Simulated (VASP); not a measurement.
Data:

```
CsPbCl3
1.0
    3.99980     2.30929     3.29022
   -3.99980     2.30929     3.29022
    0.00000    -4.61857     3.29022
Cs Pb Cl
1 1 3
Direct
  0.50000   0.50000   0.50000
  0.00000   0.00000   0.00000
  0.50000   0.01820   0.98180
  0.98180   0.50000   0.01820
  0.01820   0.98180   0.50000
```

All values below come from r2SCAN meta-GGA, VASP's PBE PAW potentials (set 64) (plane waves; VASP 6.6.1). Run with 400 eV cut-off, 5×5×5 Γ-centred mesh, tetrahedra with Blöchl corrections, potentials Cs_sv Pb_d Cl.

Unless said otherwise, spin-orbit coupling is left out, though it shifts the bands of the heavy elements here.

Q: What does the run give for the energy per atom (σ→0), band gap (over mesh and band path) with the smallest direct gap where there is one?

A: 
```json
{
  "band gap (over mesh and band path)": "2.53 eV",
  "smallest direct gap (over mesh and band path)": "2.53 eV",
  "energy per atom (σ→0)": "-21.636 eV/atom"
}
```

The structure comes from a computed database's CsPbCl3 entry (R32); how it stands against other phases isn't given here. It was relaxed first.
